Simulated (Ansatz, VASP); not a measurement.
# HCl in two plane-wave programs, part 2 of 2

Aim: how closely do two programs agree when they are given the same cell, functional and k mesh? The cell is taken from a series of runs on this material, whose earlier steps may have relaxed, scaled, displaced or heated it; both programs get it as it stands.

VASP 6.6.1 and Ansatz 0.2.0.

So far: The starting structure; VASP: zone-centre phonons, PBEsol.

## (3) Ansatz: zone-centre phonons, PBEsol

Level of this step: Ansatz beside VASP: Kohn-Sham DFT, plane waves, PBEsol (Ansatz).

Ansatz runs on its default PAW (the set named soft_2) files.

The same cell, functional and mesh now go to Ansatz, which takes its cutoff from its data sets.

input.yaml reads:

```yaml
crystal:
  lattice:
    - [-1.9575706969, 1.9575530516, 2.6499761913]
    - [1.9575706969, -1.9575530516, 2.6499761913]
    - [1.9575706969, 1.9575530516, -2.6499761913]
  atoms:
    - { symbol: H, position: [0.7114147177, 0.7114147177, 0.0] }
    - { symbol: Cl, position: [0.9565852823, 0.9565852823, 0.0] }
kpoints:
  mp_grid: { grid: [8, 8, 8] }
hamiltonian:
  xc: pbesol
scf:
  occupations: { method: fixed }
output:
  eigenvalues: true
phonons:
  method: dfpt
  dielectric: true
  rigid_motions: translations
```

Launch:

```bash
ansatz run input.yaml --threads 2 --pin off --max-ram 5120MiB --backend cpu --events-out ev --progress --plain --runs-dir out
```

Numbers of over 12 decimals in the logs are rounded to 6 here.

Log:

```text
Warning: 4 symmetry operations that the atoms keep within the bar at which the run's group was sought (crystal.symmetry.tolerance 1.0e-5, or twice it) were not taken beside the 4 unitary ones that the detection took (of a slab, those that keep its plane). If the more symmetric cell is meant, write the vectors of crystal.lattice to more decimals, or, with the positions in fractional coordinates, give it by lengths and [...]
Engine: ansatz 0.2.0, aarch64-unknown-linux-gnu
Pseudopotentials: kind: paw
Pseudopotential: H, paw, valence charge 1, recommended cutoff 420 eV (normal), H.paw.azcp
Pseudopotential: Cl, paw, valence charge 7, recommended cutoff 420 eV (normal), Cl.paw.azcp
Functional definition: PBEsol
  exchange = pbesol_x
  correlation = pbesol_c
Crystal: 2 atoms, lattice volume = 40.619 Å³
Basis set: ecut = 420 eV, 821 PW (Γ), exchange–correlation on 54×54×54 points (8 copies of the dense FFT grid, shifted against one another)
Bands: 8, of which v1, the nominal top of the filled ones, is band 4 counted from 1 (3 counted from 0)
Symmetry: 4 space group operations
k-points: 260 of 512 (irreducible under 1 space group operation, time reversal used)
Non-local potential: H, projectors of the file, l = 0: 2, l = 1: 1
Non-local potential: Cl, projectors of the file, l = 0: 2, l = 1: 2, l = 2: 2
PAW form: soft (Blöchl's): semilocal exchange-correlation on the pseudo side does not see the compensation charge
PAW frozen core: Cl, regenerated for the run's functional, and the local potential with it (the file was generated under x = pbe(κ = 0.804, μ = 0.219515), c = pbe(β = 0.066725))
PAW one-centre angular grid: H, 110 points (default); XC on 64 Gauss nodes
PAW one-centre angular grid: Cl, 110 points (default); XC on 64 Gauss nodes
Initial density: superposition of atomic densities (neutral atoms: chi_scale 0, normalization atom), corrected by the library's trained network
Initial wavefunctions: pseudopotential atomic-orbital guess
Functional: x = pbesol(κ = 0.804, μ = 0.123457), c = pbesol(β = 0.046)
SCF iter   1: F=—  HF=-1077.365124 eV  |F-HF|=—  |Δ(HF+E_count)|=         —  Δρ=3.63e-3  dr2=3.52e-3  ethr=1.77e-3  ⟨swp⟩=4.9  Hψ=14764  notcnv=0  defer=508
preconditioner: auto → none  [insulator: Δε(μ)=5.053 eV  Ē_g=14.750 eV  n_scr=8 (ndim 8)  ℏωp=16.5 eV  f_vac=0.035  ε∞_Penn≈2.2]
SCF iter   2: F=—  HF=-1077.364647 eV  |F-HF|=—  |Δ(HF+E_count)|=   4.77e-4  Δρ=1.47e-3  dr2=4.16e-4  ethr=4.40e-5  ⟨swp⟩=3.0  Hψ=5496  notcnv=0  defer=520
SCF iter   3: F=—  HF=-1077.364765 eV  |F-HF|=—  |Δ(HF+E_count)|=   1.18e-4  Δρ=3.25e-4  dr2=2.46e-5  ethr=5.19e-6  ⟨swp⟩=3.0  Hψ=3640  notcnv=0  defer=520
SCF iter   4: F=—  HF=-1077.364773 eV  |F-HF|=—  |Δ(HF+E_count)|=   7.64e-6  Δρ=7.26e-5  dr2=8.52e-7  ethr=3.07e-7  ⟨swp⟩=2.0  Hψ=2860  notcnv=0  defer=185
SCF iter   5: F=—  HF=-1077.364771 eV  |F-HF|=—  |Δ(HF+E_count)|=   1.72e-6  Δρ=2.00e-5  dr2=6.38e-8  ethr=1.06e-8  ⟨swp⟩=2.6  Hψ=3120  notcnv=0
SCF iter   6: F=—  HF=-1077.364771 eV  |F-HF|=—  |Δ(HF+E_count)|=   8.22e-8  Δρ=2.55e-6  dr2=2.63e-9  ethr=7.97e-10  ⟨swp⟩=2.4  Hψ=3105  notcnv=0
SCF iter   7: F=-1077.364771 eV  HF=-1077.364771 eV  |F-HF|=1.16e-10  |Δ(HF+E_count)|=   1.14e-9  Δρ=4.90e-7  dr2=3.88e-11  ethr=1.25e-12  ⟨swp⟩=7.0  Hψ=14878  notcnv=0
SCF 1 converged in 7 iterations: F = -1077.364771 eV  dr2 = 3.88e-11
  greatest PAW one-centre occupation: 0.906 electrons in one spin orbital (limit 2), on the Cl atom at site 1 (counted from 0), in its partial waves of l = 0
NSCF: frozen V_eff on 3 k-points
DFPT response loops at Γ: preconditioner auto → none (the input reference at scf.mixing.eps_inf says where Resta's filter doesn't serve); β = 0.50; Broyden in place of MSR1
SCF converged after 7 iterations
Free energy (F): -1077.364771 eV
Harris-Foulkes:  -1077.364771 eV  (|F-HF|=1.16e-10)
Internal energy: -1077.364771 eV  (E = F + TS)
E sigma→0 (E₀):  -1077.364771 eV
Fermi energy:    -1.627224 eV
--- Per-component energies (eV) ---
  E_band       = -52.362307
  E_kinetic    = 172.459550
  E_local      = -320.340886  (includes V_loc(G=0)·N_el)
  E_nonlocal   = 30.633146
  E_hartree    = 96.905380
  E_xc         = -113.455318
  E_vxc        = -131.016008  (∫ρ·V_xc dr)
  E_paw        = -642.291958  (= ΣΔE_a)
  E_vpaw       = 2.092118  (= ΣTr[D̂ρ^β])
  E_aug_tail   = -0.000983  (compensation charges beyond the density's cutoff)
  E_ewald      = -301.352133
  E_core_change = 0.078432  (= ΣΔE_core)
  E_smearing   = -0.000000  (= −TS)
  E_closure    = 0.000000  (closes the sum)
  Σ components = -1077.364771   (vs F -1077.364771, Δ=0.00e0)
--- Band table (eV; the first three rows and the last of 260) ---
  k-point 0: bands = ["-15.7505", "-5.2689", "-1.6272", "-1.6272", "3.4340", "8.6017", "10.0217", "10.0218"]
  k-point 1: bands = ["-15.6949", "-5.3545", "-1.9835", "-1.7006", "3.9035", "8.6401", "9.3903", "10.4195"]
  k-point 2: bands = ["-15.5576", "-5.5535", "-2.6486", "-1.8722", "4.5235", "8.3672", "9.0206", "11.3989"]
  k-point 259: bands = ["-15.2480", "-6.6246", "-2.3581", "-2.3580", "3.9321", "7.9616", "10.8425", "14.0875"]
--- Phonons (Γ-DFPT): 6 representative perturbations + reference, on 260 of 512 k-points (Σ response iterations 22) ---
  k mesh reduced under 1 symmetry operation, with k and −k counted as one. Each operation leaves every solved perturbation unchanged. A smaller set is not considered because the run solves the response to a homogeneous field
  ASR residual: 1.240e-4 → 0.000e0 eV/Å²; symmetrization residual: 7.530e-7 eV/Å²
  ASR residual per site (eV/Å²): 1.02e-4 1.24e-4
  Γ frequencies (cm⁻¹): 0.00 0.00 0.00 187.37 187.37 2786.35
  ε∞ (high-frequency dielectric tensor):
        2.197284    -0.000000    -0.000000
       -0.000000     2.197285     0.000000
       -0.000000     0.000000     2.262574
  ε⁰ (static dielectric tensor: ions relaxed, cell fixed):
        5.436585    -0.000000    -0.000000
       -0.000000     5.436733    -0.000000
       -0.000000    -0.000000     2.292757
  ε⁰ − ε∞ (ionic part):
        3.239300    -0.000000    -0.000000
       -0.000000     3.239448    -0.000000
       -0.000000    -0.000000     0.030183
  softest optical mode at Γ: 187.37 cm⁻¹; the repairs (sum rule, projections) moved no ω² at Γ by more than (5.36 cm⁻¹)²
  Born effective charges Z* (e; rows j = field, columns β = displacement):
    site 0:
         0.30334   -0.00000   -0.00000
        -0.00000    0.30334    0.00000
        -0.00000   -0.00000    0.43543
    site 1:
        -0.30334    0.00000    0.00000
         0.00000   -0.30334   -0.00000
         0.00000    0.00000   -0.43543
  Z* charge neutrality: 2.413e-5 e pre-enforcement
  k-mesh period / interband length: 31.3 Å / 1.15 Å = 27.21 at k = (0.0000, 0.0000, 0.0000), direct gap 5.061 eV — 14 or more, which is no proof of convergence
  optical modes at Γ without the LO–TO term, one row a degenerate level:
      ω (cm⁻¹)  modes    IR ((D/Å)²/amu)
        187.37      1             2.1659
        187.37      1             2.1659
       2786.35      1             4.4628
  optical modes at Γ + LO–TO along q̂ = [1.0000, 0.0000, 0.0000]:
      ω (cm⁻¹)  modes    IR ((D/Å)²/amu)
        187.37      1             2.1659
        294.73      1             2.1659
       2786.35      1             4.4628
  optical modes at Γ + LO–TO along q̂ = [0.0000, 1.0000, 0.0000]:
      ω (cm⁻¹)  modes    IR ((D/Å)²/amu)
        187.37      1             2.1659
        294.73      1             2.1659
       2786.35      1             4.4628
  optical modes at Γ + LO–TO along q̂ = [0.0000, 0.0000, 1.0000]:
      ω (cm⁻¹)  modes    IR ((D/Å)²/amu)
        187.37      1             2.1659
        187.37      1             2.1659
       2804.87      1             4.4628
```

Reading the cycles: dr2 is the Hartree energy of the density residual (eV), the measure of convergence; HF is the Harris–Foulkes estimate of the energy, which meets the free energy F at convergence.

## (4) Side by side

Known differences besides the potentials themselves: fixed occupations in Ansatz, narrow Gaussian smearing in VASP; the cutoff is 420 eV in Ansatz and 500 eV in VASP; Ansatz makes its cores anew for this functional, VASP keeps those of its PBE data sets. Total energies have different zeros and are not compared.

Compared:

| quantity | Ansatz | VASP | difference |
| --- | --- | --- | --- |
| ε∞ xx | 2.20 | 2.20 | -0.05 % |
| ε∞ yy | 2.20 | 2.20 | -0.06 % |
| ε∞ zz | 2.26 | 2.26 | +0.09 % |
| Born charge of H1 (mean of the diagonal) (e) | 0.35 | 0.35 | 0.00 |
| Born charge of Cl2 (mean of the diagonal) (e) | -0.35 | -0.35 | 0.00 |
| optical mode 1 to 2 (cm⁻¹) | 187.4 | 237.8 | -21.22 % |
| optical mode 3 (cm⁻¹) | 2786.3 | 2772.1 | +0.52 % |

Modes are paired by rising frequency, not by their patterns, so a pair may set unlike modes beside each other; they are those without the splitting of longitudinal modes.

## (5) Summary of results

| Item | Value |
| --- | --- |
| r.m.s. difference of the optical zone-centre modes, each program's sorted by frequency (zone-centre phonons, PBEsol) | 42 cm⁻¹ |
| difference in optical mode 1 to 2 (zone-centre phonons, PBEsol) | -21.2 % |

In words: The r.m.s. difference of the optical zone-centre modes, each program's sorted by frequency is 42 cm⁻¹ (zone-centre phonons, PBEsol). Among the rows given in per cent, the largest difference of the zone-centre phonons, PBEsol pair is in optical mode 1 to 2, -21.2 %. What causes the difference of the zone-centre phonons, PBEsol pair stays open here. How closely two codes agree says nothing of how well the functional describes the real material.

[Lines on the potential files, build, host, timing and source positions are cut from VASP's logs without a mark.]

[Logs are printed without paths, hosts, clocks, repeated set-up lines and the standing remarks that a program may print on its own settings, such as how far it seeks lower states.]

[Hosts, paths, dates, database ids (printed as entryN), source tags and the programs' standing remarks are cut or masked in the printed files.]
